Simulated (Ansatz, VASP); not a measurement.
# CsNa2NF6: VASP beside Ansatz, part 2 of 2

Wanted: the spread between two codes on one cell, functional and k mesh. The cell is invented: As first built, before any earlier steps moved the atoms (in the runner's words): Cs for Li in the Na2LiNF6 structure of space group Fm-3m. It may not be a known or stable phase. The two relaxations start from unlike cells of this crystal (the structure described is Ansatz's start), so only their ends are compared.

VASP 6.6.1 and Ansatz 0.2.0.

So far: Set-up; VASP: relaxation of cell and atoms, LDA.

## 3. Ansatz: relaxation of cell and atoms, LDA

Level of this step: Ansatz beside VASP: Kohn-Sham DFT, plane waves, LDA (Ansatz).

Ansatz runs on its default PAW (the set named soft_2) files.

Its own start cell and the same functional (in two slightly different forms), mesh and smearing now go to Ansatz, which takes its cutoff from its data sets.

Input file input.yaml:

```yaml
crystal:
  lattice:
    - [0.0, 4.1689338765, 4.1689338765]
    - [4.1689338765, 0.0, 4.1689338765]
    - [4.1689338765, 4.1689338765, 0.0]
  atoms:
    - { symbol: Na, position: [0.25, 0.25, 0.25] }
    - { symbol: Na, position: [0.75, 0.75, 0.75] }
    - { symbol: Cs, position: [0.5, 0.5, 0.5] }
    - { symbol: "N", position: [0.0, 0.0, 0.0] }
    - { symbol: F, position: [0.238884, 0.761116, 0.761116] }
    - { symbol: F, position: [0.238884, 0.761116, 0.238884] }
    - { symbol: F, position: [0.761116, 0.238884, 0.761116] }
    - { symbol: F, position: [0.761116, 0.761116, 0.238884] }
    - { symbol: F, position: [0.238884, 0.238884, 0.761116] }
    - { symbol: F, position: [0.761116, 0.238884, 0.238884] }
kpoints:
  mp_grid: { grid: [4, 4, 4] }
scf:
  occupations: { method: gaussian, width: 0.03 }
hamiltonian:
  xc: lda
output:
  forces: true
  stress: true
relax:
  f_tol: 0.02
  max_steps: 60
  cell: {}
```

Run with:

```sh
$ ansatz run input.yaml --threads 2 --pin off --max-ram 4096MiB --backend cpu --events-out ev --progress --plain --runs-dir out
```

Numbers of over 12 decimals in the logs are rounded to 6 here.

Log:

```text
Engine: ansatz 0.2.0, x86_64-unknown-linux-gnu
Pseudopotentials: kind: paw
Pseudopotential: Na, paw, valence charge 9, recommended cutoff 420 eV (normal), Na.paw.azcp
Pseudopotential: Cs, paw, valence charge 9, recommended cutoff 420 eV (normal), Cs.paw.azcp
Pseudopotential: N, paw, valence charge 5, recommended cutoff 420 eV (normal), N.paw.azcp
Pseudopotential: F, paw, valence charge 7, recommended cutoff 420 eV (normal), F.paw.azcp
Functional definition: SPW92
  exchange = slater_x
  correlation = pw_c
Crystal: 10 atoms, lattice volume = 144.912 Å³
Basis set: ecut = 420 eV, 2741 PW (Γ)
Bands: 47, of which v1, the nominal top of the filled ones, is band 37 counted from 1 (36 counted from 0)
Symmetry: 48 space group operations
Space group: Fm-3m (ITA 225), of the structure as read, at distance tolerance 5.3e-5 Å
k-points: 8 of 64
Non-local potential: Na, projectors of the file, l = 0: 3, l = 1: 2, l = 2: 1
Non-local potential: Cs, projectors of the file, l = 0: 3, l = 1: 2, l = 2: 2, l = 3: 2
Non-local potential: N, projectors of the file, l = 0: 2, l = 1: 2, l = 2: 1
Non-local potential: F, projectors of the file, l = 0: 2, l = 1: 2, l = 2: 1
PAW form: soft (Blöchl's): semilocal exchange-correlation on the pseudo side does not see the compensation charge
PAW frozen core: Na, regenerated for the run's functional, and the local potential with it (the file was generated under x = pbe(κ = 0.804, μ = 0.219515), c = pbe(β = 0.066725))
PAW frozen core: Cs, regenerated for the run's functional, and the local potential with it (the file was generated under x = pbe(κ = 0.804, μ = 0.219515), c = pbe(β = 0.066725))
PAW frozen core: N, regenerated for the run's functional, and the local potential with it (the file was generated under x = pbe(κ = 0.804, μ = 0.219515), c = pbe(β = 0.066725))
PAW frozen core: F, regenerated for the run's functional, and the local potential with it (the file was generated under x = pbe(κ = 0.804, μ = 0.219515), c = pbe(β = 0.066725))
PAW one-centre angular grid: Na, 110 points (default); XC on 64 Gauss nodes
PAW one-centre angular grid: Cs, 194 points (default); XC on 64 Gauss nodes
PAW one-centre angular grid: N, 110 points (default); XC on 64 Gauss nodes
PAW one-centre angular grid: F, 110 points (default); XC on 64 Gauss nodes
Initial density: superposition of atomic densities (neutral atoms: chi_scale 0, normalization atom), corrected by the library's trained network
Initial wavefunctions: pseudopotential atomic-orbital guess
Functional: x = slater, c = lda
SCF iter   1: F=—  HF=-13566.894622 eV  |F-HF|=—  |Δ(HF+E_count)|=         —  Δρ=1.68e-2  dr2=3.56e-1  ethr=1.77e-3  ⟨swp⟩=7.1  Hψ=1629  notcnv=0  defer=1
preconditioner: auto → Resta (q_TF=auto, 2.439 Å⁻¹)  ε∞=3.4  [insulator: Δε(μ)=0.630 eV  Ē_g=16.682 eV  σ=0.030 eV  W_gap=1.00  n_scr=26 (ndim 8)  ℏωp=25.8 eV  f_vac=0.179  D(μ)=0.00/eV (n_scr^D=0)  ε∞_Penn≈3.4]
SCF iter   2: F=—  HF=-13566.887799 eV  |F-HF|=—  |Δ(HF+E_count)|=   6.82e-3  Δρ=1.98e-2  dr2=6.60e-1  ethr=4.81e-4  ⟨swp⟩=2.0  Hψ=614  notcnv=0  defer=42
SCF iter   3: F=—  HF=-13566.826148 eV  |F-HF|=—  |Δ(HF+E_count)|=   6.17e-2  Δρ=4.88e-3  dr2=5.39e-2  ethr=4.81e-4  ⟨swp⟩=2.0  Hψ=544  notcnv=0  defer=42
SCF iter   4: F=—  HF=-13566.820021 eV  |F-HF|=—  |Δ(HF+E_count)|=   6.13e-3  Δρ=1.83e-3  dr2=4.51e-3  ethr=7.28e-5  ⟨swp⟩=1.9  Hψ=395  notcnv=0  defer=42
SCF iter   5: F=—  HF=-13566.819380 eV  |F-HF|=—  |Δ(HF+E_count)|=   6.41e-4  Δρ=3.63e-4  dr2=2.11e-4  ethr=6.10e-6  ⟨swp⟩=2.6  Hψ=491  notcnv=0  defer=42
SCF iter   6: F=—  HF=-13566.819387 eV  |F-HF|=—  |Δ(HF+E_count)|=   6.83e-6  Δρ=9.29e-5  dr2=1.02e-5  ethr=2.85e-7  ⟨swp⟩=1.0  Hψ=334  notcnv=0  defer=42
SCF iter   7: F=—  HF=-13566.819384 eV  |F-HF|=—  |Δ(HF+E_count)|=   2.54e-6  Δρ=1.56e-5  dr2=4.36e-7  ethr=1.38e-8  ⟨swp⟩=2.8  Hψ=553  notcnv=0  defer=42
SCF iter   8: F=-13566.819384 eV  HF=-13566.819384 eV  |F-HF|=1.07e-8  |Δ(HF+E_count)|=   3.07e-8  Δρ=4.32e-6  dr2=3.96e-8  ethr=1.35e-10  ⟨swp⟩=4.0  Hψ=1145  notcnv=0
SCF 1 converged in 8 iterations: F = -13566.819384 eV  dr2 = 3.96e-8
  greatest PAW one-centre occupation: 0.999 electrons in one spin orbital (limit 2), on the Na atom at site 1 (counted from 0), in its partial waves of l = 0
relax step   1: F+E_penalty+E_count = -13566.81938410 eV  Δ(F+E_penalty+E_count) = +0.000e0 eV  max|allowed force component| = 3.765e0 eV/Å  Δτ_max = 0.0000 Å  P = +8.897 GPa  Ω = 144.912 Å³  (8 SCF iters, dr2 threshold 1.00e-7 eV, accepted)
[...]
relax step  10: F+E_penalty+E_count = -13570.59137954 eV  Δ(F+E_penalty+E_count) = +4.654e-3 eV  max|allowed force component| = 4.840e-4 eV/Å  Δτ_max = 0.0019 Å  P = +0.014 GPa  Ω = 163.934 Å³  energy of the carried Pulay correction = -2.072e-2 eV  (6 SCF iters, dr2 threshold 2.75e-7 eV, accepted)
[...]
relax step  11: F+E_penalty+E_count = -13570.61305350 eV  Δ(F+E_penalty+E_count) = -2.167e-2 eV  max|allowed force component| = 1.290e-3 eV/Å  Δτ_max = 0.0000 Å  P = +0.064 GPa  Ω = 163.934 Å³  stress off target by 6.39e-2 GPa  SCF on the basis re-selected at this cell (its energy is not comparable with the rows above)  (6 SCF iters)
[...]
relax step  12: F+E_penalty+E_count = -13570.61210309 eV  Δ(F+E_penalty+E_count) = +9.504e-4 eV  max|allowed force component| = 8.156e-5 eV/Å  Δτ_max = 0.0005 Å  P = +0.002 GPa  Ω = 164.157 Å³  energy of the carried Pulay correction = -9.980e-4 eV  (6 SCF iters, dr2 threshold 1.02e-8 eV, accepted)
[...]
relax step  13: F+E_penalty+E_count = -13570.61210309 eV  Δ(F+E_penalty+E_count) = -1.273e-10 eV  max|allowed force component| = 7.098e-5 eV/Å  Δτ_max = 0.0000 Å  P = +0.003 GPa  Ω = 164.157 Å³  stress off target by 3.17e-3 GPa  SCF on the basis re-selected at this cell (its energy is not comparable with the rows above)  (5 SCF iters)
basis re-selected at this cell: Δ(F+E_penalty+E_count) = -1.273e-10 eV, ΔP = +0.002 GPa vs the last step (what re-selecting the basis moved, of the pressure what is left beyond the Pulay correction that the steps carried, after the strain that the cell walked since its last selection, with what the two solves' SCF thresholds leave and, on support functions, any second-order correction that the steps lacked; it is no  [...]
SCF converged after 5 iterations
Free energy (F): -13570.612103 eV
Harris-Foulkes:  -13570.612103 eV  (|F-HF|=5.09e-11)
Internal energy: -13570.612103 eV  (E = F + TS)
E sigma→0 (E₀):  -13570.612103 eV
Fermi energy:    3.451550 eV
--- Per-component energies (eV) ---
  E_band       = -785.514026
  E_kinetic    = 1725.827498
  E_local      = -7104.110855  (includes V_loc(G=0)·N_el)
  E_nonlocal   = 768.789024
  E_hartree    = 2622.823618
  E_xc         = -774.202201
  E_vxc        = -904.443809  (∫ρ·V_xc dr)
  E_paw        = -6627.599958  (= ΣΔE_a)
  E_vpaw       = -517.234995  (= ΣTr[D̂ρ^β])
  E_aug_tail   = 0.011915  (compensation charges beyond the density's cutoff)
  E_ewald      = -4183.463034
  E_core_change = 1.311891  (= ΣΔE_core)
  E_smearing   = -0.000000  (= −TS)
  E_closure    = 0.000000  (closes the sum)
  Σ components = -13570.612103   (vs F -13570.612103, Δ=0.00e0)
--- Forces (eV/Å), atoms counted from 1 ---
  atom   1  Na     0.00000000     0.00000000     0.00000000
  atom   2  Na    -0.00000000    -0.00000000     0.00000000
  atom   3  Cs     0.00000000    -0.00000000     0.00000000
  atom   4  N      0.00000000    -0.00000000     0.00000000
  atom   5  F      0.00007098     0.00000000     0.00000000
  atom   6  F     -0.00000000    -0.00007098    -0.00000000
  atom   7  F      0.00000000     0.00007098     0.00000000
  atom   8  F     -0.00000000     0.00000000     0.00007098
  atom   9  F      0.00000000    -0.00000000    -0.00007098
  atom  10  F     -0.00007098    -0.00000000    -0.00000000
  max |Σ_I F_I| component: 2.35e-19 eV/Å
--- Stress (GPa, compression-positive) ---
        0.003174      -0.000000      -0.000000
       -0.000000       0.003174      -0.000000
       -0.000000      -0.000000       0.003174
  P = ⅓ Tr σ = 0.0032 GPa (0.032 kbar)
--- Relaxed structure (10 steps of the walk, 9 accepted, 3 SCFs on fresh bases) ---
  F+E_penalty+E_count = -13570.61210309 eV   max|allowed force component| = 7.098e-5 eV/Å   (the final SCF, on the basis selected at the relaxed cell)
  cell:  # Å, volume = 164.1572 Å³
    - [0, 4.345869055529, 4.345869055529]
    - [4.345869055529, 0, 4.345869055529]
    - [4.345869055529, 4.345869055529, 0]
  atoms:
    - { symbol: Na, position: [0.25, 0.25, 0.25] }
    - { symbol: Na, position: [0.750000, 0.750000, 0.750000] }
    - { symbol: Cs, position: [0.5, 0.5, 0.5] }
    - { symbol: N, position: [-1.3373946042741134e-18, 0, 6.729233910664606e-19] }
    - { symbol: F, position: [0.204257, 0.795743, 0.795743] }
    - { symbol: F, position: [0.204257, 0.795743, 0.204257] }
    - { symbol: F, position: [0.795743, 0.204257, 0.795743] }
    - { symbol: F, position: [0.795743, 0.795743, 0.204257] }
    - { symbol: F, position: [0.204257, 0.204257, 0.795743] }
    - { symbol: F, position: [0.795743, 0.204257, 0.204257] }
```

## 4. Side by side

Known differences besides the potentials themselves: the two LDA forms differ slightly; the data sets hold 74 valence electrons in Ansatz (on its default PAW (the set named soft_2) files) and 70 in VASP; the cutoff is 420 eV in Ansatz and 600 eV in VASP; VASP's log shows a relativistic correction to its local exchange, Ansatz's none; Ansatz adds a Pulay correction to the stress that steers its cell, VASP none. Total energies have different zeros and are not compared.

Both answers:

| quantity | Ansatz | VASP | difference |
| --- | --- | --- | --- |
| volume (Å³) | 164.16 | 164.18 | -0.02 % |
| edge a after relaxation, in the typed setting (Å) | 6.146 | 6.146 | +0.00 % |

## 5. What came out

| Item | Value |
| --- | --- |
| difference in volume (relaxation of cell and atoms, LDA) | -0.015 % |

What this shows: The difference in volume is -0.015 % (relaxation of cell and atoms, LDA), within the 1.2 % picked in this series as the mark of a large difference, as far as the stopping tolerances let one tell. The data sets hold unlike numbers of valence electrons (74 in Ansatz and 70 in VASP), so part of the differences comes from the potentials. Such differences can come from data sets, numerical settings and the points named under the comparisons, not from the functional's error against experiment.

[Lines on the potential files, build, host, timing and source positions are cut from VASP's logs without a mark.]

[Logs are printed without paths, hosts, clocks, repeated set-up lines and the standing remarks that a program may print on its own settings, such as how far it seeks lower states.]

[Hosts, paths, dates, database ids (printed as entryN), source tags and the programs' standing remarks are cut or masked in the printed files.]
